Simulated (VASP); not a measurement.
Calculation: optB86b-vdW, VASP's PBE PAW potentials (set 64) (plane waves; VASP).

The input files of a VASP run:

POSCAR:
```
TiB2
1.0
  1.5287341166  -2.6478451880   0.0000000000
  1.5287341166   2.6478451880   0.0000000000
  0.0000000000   0.0000000000   3.2475224965
Ti B
1 2
Direct
  1.0000000000   1.0000000000   1.0000000000
  0.3333330000   0.6666670000   0.5000000000
  0.6666670000   0.3333330000   0.5000000000
```

**INCAR**
```
LREAL = F
ALGO = Normal
NSW = 30
LMAXMIX = 4
SIGMA = 0.1
AGGAC = 0.0
NELM = 100   ! most electronic steps
LASPH = T   ! aspherical one-centre terms
LWAVE = F
PARAM1 = 0.1234
ISIF = 4   ! ions and shape, fixed volume
LUSE_VDW = T
EDIFF = 1E-7   ! SCF stop (eV)
LCHARG = F
ISMEAR = 1   ! Methfessel-Paxton
GGA = MK
SYSTEM = TiB2
EDIFFG = -0.01
IBRION = 2   ! conjugate gradients
PARAM2 = 1.0
ENCUT = 520
PREC = Accurate
```

File KPOINTS:
```
Regular mesh
0
Gamma
  12 12 10
```

POTCAR, in this order: Ti_sv B (PBE.64 set). Program: vasp_std.

### Question
What will the output report for the number of irreducible k-points (NKPTS), largest plane-wave count, number of space-group operations, FFT grid (NGX, NGY, NGZ)?

### Answer

```yaml
number of irreducible k-points (NKPTS): 114
largest_plane_wave_count: 722
number_of_space_group_operations: 24
FFT grid (NGX, NGY, NGZ): 24 × 24 × 24
```

The compound is TiB2 in the AlB2 type structure. This cell is one point of a volume scan, at 1.03 of the reference volume. Symmetry was kept, so distortions that lower it aren't found.
